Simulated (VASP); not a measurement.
Here is the system:

```
CdS
1.0
    2.07000    -3.58534     0.00000
    2.07000     3.58534     0.00000
    0.00000     0.00000     6.72000
Cd S
2 2
Direct
  0.66667   0.33333   0.50000
  0.33333   0.66667   0.00000
  0.66667   0.33333   0.87700
  0.33333   0.66667   0.37700
```

All values below come from PBE GGA, VASP's PBE PAW potentials (set 64) (plane waves; VASP). Numerical set-up: PREC = Normal, 500 eV cut-off, 4×4×2 Γ-centred mesh, Gaussian smearing of 0.010 eV, potentials Cd_sv_GW S_GW.

Question: Give the stress tensor in GPa (positive for a compressed cell).

Answer: 
```
1.32  0.00  0.00
0.00  1.32  0.00
0.00  0.00  1.21
```
The pressure is its mean diagonal, 1.28 GPa.

The compound is CdS in the wurtzite structure. The cell was not relaxed at this level. The k-mesh is coarse (spacing up to 0.47 per Å, 2π included), so the numbers may not be converged in it.
